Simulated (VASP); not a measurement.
Input:

```xyz
5
Lattice="-2.3001 2.3001 6.2513 2.3001 -2.3001 6.2513 2.3001 2.3001 -6.2513" Properties=species:S:1:pos:R:3 pbc="T T T"
Sr     0.0000     0.0000    12.4765
In     2.3001     0.0000     2.8883
In     0.0000     2.3001     2.8883
In     0.0000     0.0000     4.7883
Au     0.0000     0.0000     7.4869
```

Computed with PBEsol GGA, VASP's PBE PAW potentials (set 64) (plane waves; VASP 6.6.1). Run with 300 eV cut-off, 6×6×6 Γ-centred mesh, Gaussian smearing of 0.10 eV, potentials Sr_sv In_d Au.

At this cut-off the stress carries a Pulay error, which pulls relaxed volumes low.

Q: Which forces act on the atoms, in eV/Å?

A: 
```json
[
 {"atom": "Sr1", "Fx": "0.000", "Fy": "0.000", "Fz": "0.026"},
 {"atom": "In2", "Fx": "0.000", "Fy": "0.000", "Fz": "-0.076"},
 {"atom": "In3", "Fx": "0.000", "Fy": "0.000", "Fz": "-0.076"},
 {"atom": "In4", "Fx": "0.000", "Fy": "0.000", "Fz": "0.092"},
 {"atom": "Au5", "Fx": "0.000", "Fy": "0.000", "Fz": "0.033"}
]
```

Q: Give the stress tensor in GPa (positive for a compressed cell).

A: 
```
-1.94   0.00   0.00
 0.00  -1.94   0.00
 0.00   0.00  -1.72
```
The pressure is its mean diagonal, -1.87 GPa.

The structure comes from a computed database's SrIn3Au entry (I4mm); how it stands against other phases isn't given here. The cell was not relaxed at this level. The k-mesh is coarse (spacing up to 0.32 per Å, 2π included), so the numbers may not be converged in it.
